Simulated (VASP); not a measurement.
A run of VASP 6.6.1:

File INCAR:

```
SYSTEM = WC
PREC = Accurate
ENCUT = 520
EDIFF = 1E-7
ISMEAR = 0
SIGMA = 0.1
LREAL = .False.
LASPH = .True.
NELM = 100
ALGO = Normal
ISIF = 3
LWAVE = .False.
LCHARG = .False.
GGA = PE
IBRION = 2
NSW = 80
EDIFFG = -0.002
```

Contents of KPOINTS:

```
Automatic mesh
0
Gamma
  6 6 6
  0 0 0
```

Contents of POSCAR:

```
WC
1.0
    2.9065000000      0.0000000000      0.0000000000
   -1.4532500000      2.5171028400      0.0000000000
    0.0000000000      0.0000000000      2.8366000000
W C
1 1
Direct
    0.0000000000      0.0000000000      0.0000000000
    0.6666666700      0.3333333300      0.5000000000
```

Potentials or basis: VASP PAW PBE potentials, release 64 (W_sv, C).

Launch:

```bash
$ cat potpaw_PBE.64/W_sv/POTCAR potpaw_PBE.64/C/POTCAR > POTCAR
$ mpirun -np 1 vasp_std > vasp.out
```

Hardware: 1 thread of Intel(R) Xeon(R) Platinum 8488C (Sapphire Rapids), with other jobs on the host.

Q: How long does it take, and how much memory?

A: It took 22 s on 1 thread of Intel(R) Xeon(R) Platinum 8488C (Sapphire Rapids) (shared host), peak memory 0.15 GiB. Counts: scf iterations 63, k points 28, ion steps 9.
